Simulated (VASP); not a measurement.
Given:

```xyz
4
Lattice="2.6408 0.0000 0.0000 -1.3204 2.2870 0.0000 0.0000 0.0000 5.0952" Properties=species:S:1:pos:R:3 pbc="T T T"
Mn     0.0000     0.0000     0.0000
Mn     0.0000     0.0000     2.5476
C      0.0000     1.5247     1.2738
C      1.3204     0.7623     3.8214
```

All values below come from PBEsol GGA, VASP's PBE PAW potentials (set 64) (plane waves; VASP 6.6.1). Numerical set-up: 520 eV cut-off, 15×15×7 Γ-centred mesh, tetrahedra with Blöchl corrections, potentials Mn_pv C.

The cores are frozen, which limits the accuracy of field gradients.

Q: Give the principal components of the electric field gradient (V/Å²) and the asymmetry η at each nucleus.

A: 
| atom | Vxx | Vyy | Vzz | η |
|---|---|---|---|---|
| Mn1 | 13.1 | 13.1 | -26.1 | 0.00 |
| Mn2 | 13.1 | 13.1 | -26.1 | 0.00 |
| C3 | 4.3 | 4.3 | -8.6 | 0.00 |
| C4 | 4.3 | 4.3 | -8.6 | 0.00 |

The structure was generated: MnC was put into the NiAs type type (P6_3/mmc), which need not be its known phase. It was relaxed first, which changed the volume by -36 %. The run is not spin-polarised, so no magnetic state was tried.
